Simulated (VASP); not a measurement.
Energy against volume of MnS (rock salt, AFM-II order). These are PBE GGA, VASP's PBE PAW potentials (set 64) (plane waves; VASP 6.6.1) values and carry that method's errors. Run with 520 eV cut-off, 7×7×7 Γ-centred mesh, Gaussian smearing of 0.050 eV, potentials Mn_pv S.

Shape and ions are relaxed at each volume.

```csv
V (Å³/atom),E (eV/atom)
16.409,-7.10595
16.916,-7.10968
17.424,-7.10604
17.931,-7.09606
```

Fit these four points and predict the energy of the run at 15.901 Å³/atom.

A cubic in V^(−2/3), the third-order Birch-Murnaghan form, passes through the four points with V0 = 16.91 Å³/atom and B0 = 78 GPa, and gives -7.0937 eV/atom there. The run gave -7.0938 eV/atom, -0.1 meV/atom from the fit; all five points give B0 = 77 GPa.

The compound is MnS in the rock salt, AFM-II order structure. It was relaxed first.
